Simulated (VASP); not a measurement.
A convergence study with VASP on Si (diamond): one setting is varied, all else stays as given below, so the limit is that of these other settings. Each run relaxes cell and ions from the cell shown. The basis is that of the starting cell, so low cut-offs carry a Pulay error.

```xyz
2
Lattice="0.0000 2.7155 2.7155 2.7155 0.0000 2.7155 2.7155 2.7155 0.0000" Properties=species:S:1:pos:R:3 pbc="T T T"
Si     0.0000     0.0000     0.0000
Si     1.3578     1.3578     1.3578
```

The numbers are results of PBEsol GGA, VASP's PBE PAW potentials (set 64) (plane waves; VASP), not measurements. The tightest run used: 700 eV cut-off, 7×7×7 Γ-centred mesh, Gaussian smearing of 0.050 eV, potentials Si.

Gaps are read on the run's mesh, which can miss a band edge.

Q: The settings run are ENCUT = 150; ENCUT = 200; ENCUT = 250; ENCUT = 300; ENCUT = 350; ENCUT = 400; ENCUT = 450; ENCUT = 500; ENCUT = 600; ENCUT = 650; ENCUT = 700. From which on does the relaxed volume stay within 0.02 Å³/atom of the tightest run?

A: From ENCUT = 350 on: it is off by 0.011 there and by no more than 0.02 in any finer run, while ENCUT = 300 is off by 0.024.
| setting | relaxed volume (Å³/atom) | E (eV/atom) | gap on the mesh (eV) | plane waves | difference judged (Å³/atom) |
|---|---|---|---|---|---|
| ENCUT = 150 | 20.067 | -5.6935 | 0.488 | 171 | 0.015 |
| ENCUT = 200 | 20.054 | -5.7196 | 0.464 | 271 | 0.028 |
| ENCUT = 250 | 20.044 | -5.7321 | 0.461 | 365 | 0.038 |
| ENCUT = 300 | 20.058 | -5.7388 | 0.458 | 489 | 0.024 |
| ENCUT = 350 | 20.071 | -5.7408 | 0.460 | 609 | 0.011 |
| ENCUT = 400 | 20.079 | -5.7416 | 0.460 | 739 | 0.003 |
| ENCUT = 450 | 20.080 | -5.7417 | 0.460 | 893 | 0.002 |
| ENCUT = 500 | 20.080 | -5.7416 | 0.460 | 1024 | 0.002 |
| ENCUT = 600 | 20.081 | -5.7415 | 0.460 | 1363 | 0.001 |
| ENCUT = 650 | 20.082 | -5.7415 | 0.460 | 1516 | 0.000 |
| ENCUT = 700 | 20.082 | -5.7415 | 0.460 | 1705 | 0.000 |

Left out are rungs that failed or repeat a setting and relaxations that didn't move; long series are thinned to 24 rows.

The compound is Si in the diamond structure.
